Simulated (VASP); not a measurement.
Computed with LDA (Ceperley-Alder, Perdew-Zunger), VASP's LDA PAW potentials (set 64) (plane waves; VASP 6.6.1).

VASP ran on this input.

INCAR:
```
! general
SYSTEM =MnS
PREC   =Accurate
ENCUT  =400
LREAL  =F
LASPH  =T

! electronic loop
EDIFF  =1E-7
NELM   =100
ALGO   =Normal
LMAXMIX=4

! smearing
ISMEAR =-5

! spin
ISPIN  =2
MAGMOM =3.7 -3.7 0.0 0.0

! ions
ISIF   =2

! output
LWAVE  =F
LCHARG =T
LORBIT =11
NEDOS  =601

! other
LEFG   =T
```

**KPOINTS**
```
Regular mesh
0
Gamma
12 12 12
0 0 0
```

### POSCAR
```
MnS
1
    4.8953843847     2.4436272371     2.4436272371
    2.4436272371     4.8953843847     2.4436272371
    2.4436272371     2.4436272371     4.8953843847
Mn S
2 2
Direct
  0.0000000000   1.0000000000   1.0000000000
  0.5000000000   0.5000000000   0.5000000000
  0.2500000000   0.2500000000   0.2500000000
  0.7500000000   0.7500000000   0.7500000000
```

POTCAR, in this order: Mn_pv S (LDA.64 set). Program: vasp_std.

What VASP printed:

OSZICAR:
```
       N       E                     dE             d eps       ncg     rms          rms(c)
DAV:   1     0.339357998039E+03    0.33936E+03   -0.18877E+04 19348   0.155E+03
DAV:   2    -0.307370250557E+01   -0.34243E+03   -0.33736E+03 17677   0.448E+02
DAV:   3    -0.320894498484E+02   -0.29016E+02   -0.28724E+02 23919   0.126E+02
DAV:   4    -0.329120341123E+02   -0.82258E+00   -0.81483E+00 20205   0.201E+01
DAV:   5    -0.329313303501E+02   -0.19296E-01   -0.19256E-01 21622   0.340E+00    0.191E+01
DAV:   6    -0.312602340143E+02    0.16711E+01   -0.35461E+01 22599   0.551E+01    0.167E+01
DAV:   7    -0.305950315571E+02    0.66520E+00   -0.75153E+00 22233   0.301E+01    0.935E+00
DAV:   8    -0.306362658923E+02   -0.41234E-01   -0.51905E-01 20575   0.463E+00    0.490E+00
DAV:   9    -0.305943518545E+02    0.41914E-01   -0.15165E-01 22715   0.344E+00    0.106E+00
DAV:  10    -0.306039514957E+02   -0.95996E-02   -0.42320E-02 21113   0.150E+00    0.366E-01
DAV:  11    -0.306045182844E+02   -0.56679E-03   -0.31248E-03 21624   0.388E-01    0.126E-01
DAV:  12    -0.306045743155E+02   -0.56031E-04   -0.47495E-04 20132   0.181E-01    0.905E-02
DAV:  13    -0.306045789224E+02   -0.46070E-05   -0.52746E-05 24159   0.579E-02    0.621E-02
DAV:  14    -0.306045825366E+02   -0.36141E-05   -0.23239E-05 22878   0.413E-02    0.187E-02
DAV:  15    -0.306045812502E+02    0.12863E-05   -0.38364E-06 22872   0.121E-02    0.777E-03
DAV:  16    -0.306045810403E+02    0.20998E-06   -0.12827E-07 11469   0.278E-03    0.483E-03
DAV:  17    -0.306045801896E+02    0.85062E-06   -0.34024E-07 15292   0.291E-03    0.260E-03
DAV:  18    -0.306045799444E+02    0.24527E-06   -0.70414E-08  9891   0.196E-03    0.532E-04
DAV:  19    -0.306045800764E+02   -0.13203E-06   -0.21237E-08  9233   0.125E-03    0.373E-04
DAV:  20    -0.306045800810E+02   -0.46302E-08   -0.54375E-09  9268   0.491E-04
   1 F= -.30604580E+02 E0= -.30604580E+02  d E =0.000000E+00  mag=     0.0000
```

File OUTCAR:
```
------------------------ aborting loop because EDIFF is reached ----------------------------------------
  FORCE on cell =-STRESS in cart. coord.  units (eV):
  Direction    XX          YY          ZZ          XY          YZ          ZX
  --------------------------------------------------------------------------------------
  Total        0.0425567      0.0425567      0.0425567      0.0073283      0.0073283      0.0073283
  in kB        1.1594918      1.1594918      1.1594918      0.1996665      0.1996665      0.1996665
  external PRESSURE =       1.1594918 kB  Pullay stress =       0.0000000 kB
  volume of cell :       58.80
      direct lattice vectors                 reciprocal lattice vectors
     4.895384385  2.443627237  2.443627237     0.305987795 -0.101882944 -0.101882944
     2.443627237  4.895384385  2.443627237    -0.101882944  0.305987795 -0.101882944
     2.443627237  2.443627237  4.895384385    -0.101882944 -0.101882944  0.305987795
 POSITION                                       TOTAL-FORCE (eV/Angst)
 -----------------------------------------------------------------------------------
      0.00000      0.00000      0.00000        -0.000000     -0.000000      0.000000
      4.89132      4.89132      4.89132         0.000000     -0.000000      0.000000
      2.44566      2.44566      2.44566         0.000000     -0.000000     -0.000000
      7.33698      7.33698      7.33698        -0.000000      0.000000      0.000000
 -----------------------------------------------------------------------------------
    total drift:                                0.000000     -0.000000     -0.000000
  FREE ENERGIE OF THE ION-ELECTRON SYSTEM (eV)
  ---------------------------------------------------
  free  energy   TOTEN  =       -30.6045800810 eV

  energy  without entropy=      -30.6045800810  energy(sigma->0) =      -30.60458008

 total charge

# of ion       s       p       d       tot
------------------------------------------
    1        0.254   6.225   5.079  11.559
    2        0.254   6.225   5.079  11.559
    3        1.326   2.421   0.000   3.747
    4        1.326   2.421   0.000   3.747
--------------------------------------------------
tot          3.160  17.292  10.159  30.611

 magnetization (x)

# of ion       s       p       d       tot
------------------------------------------
    1        0.004   0.009   3.690   3.702
    2       -0.004  -0.009  -3.690  -3.702
    3        0.000   0.000   0.000   0.000
    4        0.000   0.000   0.000   0.000
--------------------------------------------------
tot          0.000   0.000   0.000   0.000

 Electric field gradients after diagonalization (V/A^2)
 (convention: |V_zz| > |V_xx| > |V_yy|)
----------------------------------------------------------------------
 ion       V_xx      V_yy      V_zz     asymmetry (V_yy - V_xx)/ V_zz
----------------------------------------------------------------------
   1       6.341     6.341   -12.681       0.000
   2       6.341     6.341   -12.681       0.000
   3       0.731     0.731    -1.462       0.000
   4       0.731     0.731    -1.462       0.000
```
(Selected blocks of OUTCAR.)

For a metal the tetrahedron method with Blöchl corrections gives inexact stress and forces.

The compound is MnS in the rock salt, AFM-II order structure. It was relaxed first, which changed the volume by -17 %.
